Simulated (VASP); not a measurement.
OSZICAR of a VASP run on Be (space group I4_1/amd):

OSZICAR:
```
       N       E                     dE             d eps       ncg     rms          rms(c)
DAV:   1    -0.273888677016E+01   -0.27389E+01   -0.15413E+03  2016   0.369E+02
DAV:   2    -0.595709834020E+01   -0.32182E+01   -0.30920E+01  2988   0.437E+01
DAV:   3    -0.597653389416E+01   -0.19436E-01   -0.19412E-01  2448   0.342E+00
DAV:   4    -0.597654304864E+01   -0.91545E-05   -0.91552E-05  3138   0.802E-02
DAV:   5    -0.597654304932E+01   -0.67979E-09   -0.59782E-09  2466   0.388E-04    0.105E+00
DAV:   6    -0.593130039632E+01    0.45243E-01   -0.58976E-03  2304   0.107E+00    0.644E-01
DAV:   7    -0.591396837689E+01    0.17332E-01   -0.56862E-03  2370   0.108E+00    0.370E-02
DAV:   8    -0.591396174649E+01    0.66304E-05   -0.11223E-05  2730   0.264E-02    0.103E-02
DAV:   9    -0.591396168470E+01    0.61787E-07   -0.22139E-06  2700   0.130E-02
   1 F= -.59139617E+01 E0= -.59049170E+01  d E =-.180893E-01
```

Task: Which electronic solver shows in the log?

Result: It is blocked Davidson (ALGO = Normal, or the opening steps of other solvers). The INCAR had ALGO = Normal.

Task: Can the final energy be trusted as converged?

Result: Self-consistency was reached. It stopped with EDIFF = 1E-6, NELM = 100 (PBE GGA, plane waves, VASP's PBE PAW potentials (set 64)).

The structure was generated: Be was put into an ordered model structure, which need not be its known phase. The cell was not relaxed at this level.
